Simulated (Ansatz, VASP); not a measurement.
# Hf (linear Hf chain): VASP beside Ansatz

Wanted: the spread between two codes on one cell, functional and k mesh. The structure shown is the end of the Ansatz relaxation below.

Program: Ansatz 0.2.0. Level of theory: plane waves, with VASP 6.6.1 beside it; r2SCAN. Results are calculated unless marked as measured.

## (1) The starting structure

The cell holds 2 atoms: 2 Hf. Its edges and angles: a = 7.500 Å, b = 7.500 Å, c = 5.192 Å, α = 90.0°, β = 90.0°, γ = 90.0°. Vacuum lies along a and b. The structure's axis is c.

## (2) Ansatz: relaxation, r2SCAN

Ansatz runs on its default PAW (the set named soft_2) files.

This run makes the geometry at which the two programs are then compared.

The input, input.yaml:

```yaml
crystal:
  lattice:
    - [7.5, 0.0, 0.0]
    - [0.0, 7.5, 0.0]
    - [0.0, 0.0, 6.65]
  atoms:
    - { symbol: Hf, position: [0.5, 0.5, 0.0], spin: 1.0 }
    - { symbol: Hf, position: [0.5, 0.5, 0.5], spin: -1.0 }
magnetization:
  spin_polarized: true
kpoints:
  mp_grid: { grid: [1, 1, 13] }
scf:
  occupations: { method: fermi_dirac, width: 0.05 }
hamiltonian:
  xc: r2scan
relax:
  cell: { fix: [a, b, alpha, beta, gamma] }
  max_steps: 60
```

Started as:

```sh
$ ansatz run input.yaml --threads 4 --pin off --max-ram 8192MiB --backend cpu --events-out ev --progress --plain --runs-dir out
```

Numbers of over 12 decimals in the logs are rounded to 6 here.

The program printed:

```text
Engine: ansatz 0.2.0, aarch64-unknown-linux-gnu
Pseudopotentials: kind: paw
Pseudopotential: Hf, paw, valence charge 26, recommended cutoff 500 eV (meta_gga), Hf.paw.azcp
Functional definition: r2SCAN
  parameter k0 = 0.174
  parameter k1 = 0.065
  parameter a1 = 4.9479
  exchange = r2scan_x(k0 = k0, k1 = k1, a1 = a1)
  correlation = r2scan_c
Crystal: 2 atoms, lattice volume = 374.062 Å³
Basis set: ecut = 500 eV, 9473 PW (Γ), exchange–correlation on 240×240×200 points (64 copies of the dense FFT grid, shifted against one another)
Bands: 33, of which v1, the nominal top of the filled ones, is band 26 counted from 1 (25 counted from 0)
Symmetry: 16 space group operations
Space group: P4/mmm (ITA 123), of the structure as read, at distance tolerance 7.2e-5 Å
Magnetic group: BNS 123.348 (UNI 1008), of the structure as read, at distance tolerance 7.2e-5 Å
k-points: 7 of 13
Non-local potential: Hf, projectors of the file, l = 0: 3, l = 1: 2, l = 2: 2, l = 3: 3
PAW form: soft (Blöchl's): semilocal exchange-correlation on the pseudo side does not see the compensation charge
PAW frozen core: Hf, regenerated for the run's functional (the file was generated under x = pbe(κ = 0.804, μ = 0.219515), c = pbe(β = 0.066725))
PAW one-centre angular grid: Hf, 974 points (default); XC on 160 Gauss nodes
Initial density: superposition of atomic densities (neutral atoms: chi_scale 0, normalization atom)
Starting moments: Σ|m| = 2 μB on 2 of 2 sites
Starting magnetic order: antiferromagnet; a translation exchanges its spin sublattices: spin-degenerate at every k-point
Initial wavefunctions: pseudopotential atomic-orbital guess
Functional: x = r2scan, c = r2scan; τ floored in thin density (d = 2e-4 eV/Å³)
SCF iter   1: F=—  HF=-31454.790027 eV  |F-HF|=—  |Δ(HF+E_count)|=         —  Δρ=9.43e-3 (↑9.43e-3 ↓9.43e-3)  dr2=1.96e0  dr2_τ=1.59e-2  dr2_m=2.86e-2  M=0.000 μB ∫|m|=1.573 μB  β_m=0.30  ethr=3.10e-3  ⟨swp⟩=5.9  Hψ=808  notcnv=0
Mixer restart at iter 1: flushing history
preconditioner: auto → LDOS  [metal: Δε(μ)=0.035 eV  Ē_g=11.865 eV  σ=0.050 eV  W_gap=0.17  n_scr=48 (ndim 8)  ℏωp=11.5 eV  f_vac=0.642  D(μ)=9.25/eV (n_scr^D=72)]
spin=Collinear: LDOS preconditioning applied to the charge; magnetization (m = ρ↑ − ρ↓) channel mixes plain (no charge-response kernel on spin).
SCF iter   2: F=—  HF=-31454.710195 eV  |F-HF|=—  |Δ(HF+E_count)|=   7.98e-2  Δρ=6.55e-3 (↑6.55e-3 ↓6.55e-3)  dr2=9.31e-1  dr2_τ=2.11e-3  dr2_m=1.68e-2  M=0.000 μB ∫|m|=1.624 μB  β_m=0.30  ethr=3.10e-3  ⟨swp⟩=2.0  Hψ=313  notcnv=0  κ⁻¹=1.0e0(r=1)
SCF iter   3: F=—  HF=-31454.950026 eV  |F-HF|=—  |Δ(HF+E_count)|=   2.40e-1  Δρ=3.53e-3 (↑3.53e-3 ↓3.53e-3)  dr2=1.79e-1  dr2_τ=8.68e-4  dr2_m=1.10e-2  M=0.000 μB ∫|m|=1.813 μB  β_m=0.30  ethr=1.79e-3  ⟨swp⟩=2.0  Hψ=308  notcnv=0  κ⁻¹=4.4e-2(r=2)
SCF iter   4: F=—  HF=-31455.064594 eV  |F-HF|=—  |Δ(HF+E_count)|=         —  Δρ=3.70e-3 (↑3.70e-3 ↓3.70e-3)  dr2=8.70e-2  dr2_τ=1.17e-3  dr2_m=2.44e-2  M=0.000 μB ∫|m|=2.128 μB  β_m=0.30  ethr=3.45e-4  ⟨swp⟩=2.9  Hψ=451  notcnv=0
Mixer restart at iter 4: flushing history
SCF iter   5: F=—  HF=-31455.122633 eV  |F-HF|=—  |Δ(HF+E_count)|=   5.80e-2  Δρ=3.24e-3 (↑3.24e-3 ↓3.24e-3)  dr2=5.79e-2  dr2_τ=3.86e-4  dr2_m=2.18e-2  M=0.000 μB ∫|m|=2.213 μB  β_m=0.30  ethr=1.67e-4  ⟨swp⟩=2.0  Hψ=308  notcnv=0  κ⁻¹=1.0e0(r=1)
SCF iter   6: F=—  HF=-31455.269989 eV  |F-HF|=—  |Δ(HF+E_count)|=   1.47e-1  Δρ=1.41e-3 (↑1.41e-3 ↓1.41e-3)  dr2=1.94e-3  dr2_τ=3.64e-4  dr2_m=5.87e-3  M=0.000 μB ∫|m|=2.456 μB  β_m=0.30  ethr=1.11e-4  ⟨swp⟩=3.4  Hψ=562  notcnv=0  κ⁻¹=6.5e-3(r=2)
SCF iter   7: F=—  HF=-31455.291445 eV  |F-HF|=—  |Δ(HF+E_count)|=   2.15e-2  Δρ=1.50e-3 (↑1.50e-3 ↓1.50e-3)  dr2=7.12e-4  dr2_τ=2.25e-4  dr2_m=7.51e-3  M=0.000 μB ∫|m|=2.436 μB  β_m=0.30  ethr=3.73e-6  ⟨swp⟩=2.9  Hψ=513  notcnv=0  κ⁻¹=2.5e-1(r=2)
SCF iter   8: F=—  HF=-31455.451629 eV  |F-HF|=—  |Δ(HF+E_count)|=   1.60e-1  Δρ=1.97e-3 (↑1.97e-3 ↓1.97e-3)  dr2=3.28e-2  dr2_τ=4.57e-3  dr2_m=8.50e-3  M=0.000 μB ∫|m|=2.988 μB  β_m=0.30  ethr=1.37e-6  ⟨swp⟩=4.1  Hψ=746  notcnv=0
[...]
SCF 6 converged in 14 iterations: F = -31457.176200 eV  dr2 = 7.92e-11
relax step   6: F+E_penalty+E_count = -31457.17619973 eV  Δ(F+E_penalty+E_count) = -4.291e-2 eV  max|allowed force component| = 0.000e0 eV/Å  Δτ_max = 0.0000 Å  P = -0.279 GPa  Ω = 292.035 Å³  energy of the carried Pulay correction = +1.015e-3 eV  fix = [a, b, alpha, beta, gamma]  reactions: a -0.405, b -0.405 GPa  (14 SCF iters, dr2 threshold 2.00e-7 eV, accepted)
Basis set: ecut = 500 eV, 7411 PW (Γ), exchange–correlation on 240×240×160 points (64 copies of the dense FFT grid, shifted against one another)
Initial wavefunctions: pseudopotential atomic-orbital guess (no wavefunctions were taken with the density)
[...]
preconditioner: auto → Resta (q_TF=auto, 2.046 Å⁻¹)  ε∞=2.3  [insulator: Δε(μ)=0.219 eV  Ē_g=11.424 eV  σ=0.050 eV  W_gap=0.80  n_scr=38 (ndim 8)  ℏωp=13.0 eV  f_vac=0.657  D(μ)=1.47/eV (n_scr^D=4)  ε∞_Penn≈2.3]
spin=Collinear: Resta preconditioning applied to the charge; magnetization (m = ρ↑ − ρ↓) channel mixes plain (no charge-response kernel on spin).
SCF iter   2: F=—  HF=-31457.175521 eV  |F-HF|=—  |Δ(HF+E_count)|=   8.96e-5  Δρ=2.51e-5 (↑2.51e-5 ↓2.51e-5)  dr2=6.22e-7  dr2_τ=2.29e-7  dr2_m=1.33e-7  M=0.000 μB ∫|m|=0.813 μB  β_m=0.30  ethr=2.93e-9  ⟨swp⟩=3.1  Hψ=431  notcnv=0  κ⁻¹=1.0e0(r=1)
SCF iter   3: F=—  HF=-31457.175522 eV  |F-HF|=—  |Δ(HF+E_count)|=   1.16e-6  Δρ=1.82e-5 (↑1.82e-5 ↓1.82e-5)  dr2=2.66e-7  dr2_τ=6.85e-8  dr2_m=7.21e-8  M=0.000 μB ∫|m|=0.813 μB  β_m=0.30  ethr=1.20e-9  ⟨swp⟩=2.0  Hψ=254  notcnv=0  κ⁻¹=4.7e-2(r=2)
SCF iter   4: F=—  HF=-31457.175523 eV  |F-HF|=—  |Δ(HF+E_count)|=   1.21e-6  Δρ=7.61e-6 (↑7.61e-6 ↓7.61e-6)  dr2=4.20e-8  dr2_τ=1.14e-8  dr2_m=1.51e-8  M=0.000 μB ∫|m|=0.812 μB  β_m=0.30  ethr=5.11e-10  ⟨swp⟩=2.0  Hψ=391  notcnv=0  κ⁻¹=1.1e-2(r=3)
SCF iter   5: F=—  HF=-31457.175524 eV  |F-HF|=—  |Δ(HF+E_count)|=   3.60e-7  Δρ=2.17e-6 (↑2.17e-6 ↓2.17e-6)  dr2=1.58e-8  dr2_τ=7.37e-10  dr2_m=3.83e-9  M=0.000 μB ∫|m|=0.812 μB  β_m=0.30  ethr=8.08e-11  ⟨swp⟩=2.0  Hψ=403  notcnv=0  κ⁻¹=9.7e-4(r=4)
SCF iter   6: F=—  HF=-31457.175524 eV  |F-HF|=—  |Δ(HF+E_count)|=   7.97e-8  Δρ=1.13e-6 (↑1.13e-6 ↓1.13e-6)  dr2=2.47e-9  dr2_τ=1.32e-10  dr2_m=2.79e-9  M=0.000 μB ∫|m|=0.812 μB  β_m=0.30  ethr=3.03e-11  ⟨swp⟩=2.0  Hψ=406  notcnv=0  κ⁻¹=5.8e-5(r=5)
SCF iter   7: F=—  HF=-31457.175524 eV  |F-HF|=—  |Δ(HF+E_count)|=   2.12e-8  Δρ=8.64e-7 (↑8.64e-7 ↓8.64e-7)  dr2=2.76e-10  dr2_τ=3.40e-11  dr2_m=1.86e-9  M=0.000 μB ∫|m|=0.812 μB  β_m=0.30  ethr=4.75e-12  ⟨swp⟩=3.0  Hψ=436  notcnv=0  κ⁻¹=9.5e-6(r=6)
SCF iter   8: F=—  HF=-31457.175524 eV  |F-HF|=—  |Δ(HF+E_count)|=   1.05e-8  Δρ=5.66e-7 (↑5.66e-7 ↓5.66e-7)  dr2=8.49e-11  dr2_τ=1.11e-11  dr2_m=8.40e-10  M=0.000 μB ∫|m|=0.812 μB  β_m=0.30  ethr=1.00e-12  ⟨swp⟩=3.0  Hψ=449  notcnv=0  κ⁻¹=7.4e-6(r=7)
SCF iter   9: F=—  HF=-31457.175524 eV  |F-HF|=—  |Δ(HF+E_count)|=   7.22e-9  Δρ=3.55e-7 (↑3.55e-7 ↓3.55e-7)  dr2=2.20e-10  dr2_τ=8.20e-12  dr2_m=1.84e-10  M=0.000 μB ∫|m|=0.812 μB  β_m=0.30  ethr=1.00e-12  ⟨swp⟩=3.0  Hψ=452  notcnv=0  κ⁻¹=2.2e-6(r=8)
SCF iter  10: F=—  HF=-31457.175524 eV  |F-HF|=—  |Δ(HF+E_count)|=   2.44e-9  Δρ=6.77e-8 (↑6.77e-8 ↓6.77e-8)  dr2=2.74e-11  dr2_τ=7.54e-13  dr2_m=7.29e-13  M=0.000 μB ∫|m|=0.812 μB  β_m=0.30  ethr=1.00e-12  ⟨swp⟩=3.0  Hψ=449  notcnv=0  κ⁻¹=3.1e-6(r=8)
SCF iter  11: F=-31457.175524 eV  HF=-31457.175524 eV  |F-HF|=3.64e-12  |Δ(HF+E_count)|=  2.18e-11  Δρ=4.20e-8 (↑4.20e-8 ↓4.20e-8)  dr2=1.11e-11  dr2_τ=2.62e-13  dr2_m=4.16e-13  M=0.000 μB ∫|m|=0.812 μB  ethr=1.00e-12  ⟨swp⟩=4.4  Hψ=1071  notcnv=0
SCF 7 converged in 11 iterations: F = -31457.175524 eV  dr2 = 1.11e-11
relax step   7: F+E_penalty+E_count = -31457.17552371 eV  Δ(F+E_penalty+E_count) = +6.760e-4 eV  max|allowed force component| = 0.000e0 eV/Å  Δτ_max = 0.0000 Å  P = -0.279 GPa  Ω = 292.035 Å³  fix = [a, b, alpha, beta, gamma]  reactions: a -0.406, b -0.406 GPa  stress off target by 2.65e-2 GPa on what of the cell is left free  SCF on the basis re-selected at this cell (its energy is not comparable with the rows above)  (11 SCF iters)
basis re-selected at this cell: Δ(F+E_penalty+E_count) = +6.760e-4 eV, ΔP = -0.000 GPa vs the last step (what re-selecting the basis moved, of the pressure what is left beyond the Pulay correction that the steps carried, after the strain that the cell walked since its last selection, with what the two solves' SCF thresholds leave and, on support functions, any second-order correction that the steps lacked; it is no measure of the basis error at this ecutwfc). The dense FFT grid was sized anew with the basis: this SCF ran on 60×60×40 points, the steps before it on 60×60×50, so part of this shift can come from that change (see relax.cell in the input reference). [rest of the remark cut]
SCF converged after 11 iterations
Stability not checked: this state was not tested for a lower state beside it, because the mixer in use, unlike msr1, does not test its closes by its own steps (another_mixer; see scf.mixing.algorithm and scf.lower_state_search)
Magnetization: 0.0000 μB (26.0000 up, 26.0000 down)
Absolute magnetization: 0.8279 μB (∫|ρ↑−ρ↓|, with the PAW one-centre terms)
Spin contamination: 0.3575 ħ² per cell (⟨S²⟩ above its minimum at these occupations)
Per-site moments (μB) at R_I (Å): [(0.140245, 1.070793), (-0.140245, 1.070793)]
Free energy (F): -31457.175524 eV
Harris-Foulkes:  -31457.175524 eV  (|F-HF|=3.64e-12)
Internal energy: -31457.160215 eV  (E = F + TS)
E sigma→0 (E₀):  -31457.167869 eV
Entropy (-TS):   -0.015309 eV (-7.654 meV/atom)
Fermi energy:    0.363063 eV
--- Per-component energies (eV) ---
  E_band       = -998.464383
  E_kinetic    = 852.342735
  E_local      = -23567.653591  (includes V_loc(G=0)·N_el)
  E_nonlocal   = -2498.385162
  E_hartree    = 10962.323143
  E_xc         = -561.757493
  E_vxc        = -581.918733  (∫ρ·V_xc dr)
  E_paw        = -13903.662534  (= ΣΔE_a)
  E_vpaw       = 2841.912385  (= ΣTr[D̂ρ^β])
  E_aug_tail   = -0.000002  (compensation charges beyond the density's cutoff)
  E_vtau       = 30.591969  (kinetic-family band-sum trace: ∫τ·v_τ [+ j·A + Jᵃ·Aᵃ] dr)
  E_ewald      = -2741.010354
  E_core_change = 0.643044  (= ΣΔE_core)
  E_smearing   = -0.015309  (= −TS)
  E_closure    = -0.000000  (closes the sum)
  Σ components = -31457.175524   (vs F -31457.175524, Δ=0.00e0)
--- Forces (eV/Å), atoms counted from 1 ---
  atom   1  Hf     0.00000000     0.00000000     0.00000000
  atom   2  Hf     0.00000000     0.00000000     0.00000000
  max |Σ_I F_I| component: 2.52e-28 eV/Å
--- Stress (GPa, compression-positive) ---
       -0.405943       0.000000       0.000000
        0.000000      -0.405943       0.000000
        0.000000       0.000000      -0.026489
  P = ⅓ Tr σ = -0.2795 GPa (-2.795 kbar)
--- Relaxed structure (6 steps of the walk, 6 accepted, 1 SCFs on fresh bases) ---
  F+E_penalty+E_count = -31457.17552371 eV   max|allowed force component| = 0.000e0 eV/Å   (the final SCF, on the basis selected at the relaxed cell)
  cell:  # Å, volume = 292.0345 Å³
    - [7.5, 0.0, 0.0]
    - [0.0, 7.5, 0.0]
    - [0.0, 0.0, 5.191725]
  atoms:
    - { symbol: Hf, position: [0.5, 0.5, 0.0] }
    - { symbol: Hf, position: [0.5, 0.5, 0.5] }
```

(Continued in part 2 of 2.)

[Lines on the potential files, build, host, timing and source positions are cut from VASP's logs without a mark.]

[Logs are printed without paths, hosts, clocks, repeated set-up lines and the standing remarks that a program may print on its own settings, such as how far it seeks lower states.]

[Hosts, paths, dates, database ids (printed as entryN), source tags and the programs' standing remarks are cut or masked in the printed files.]
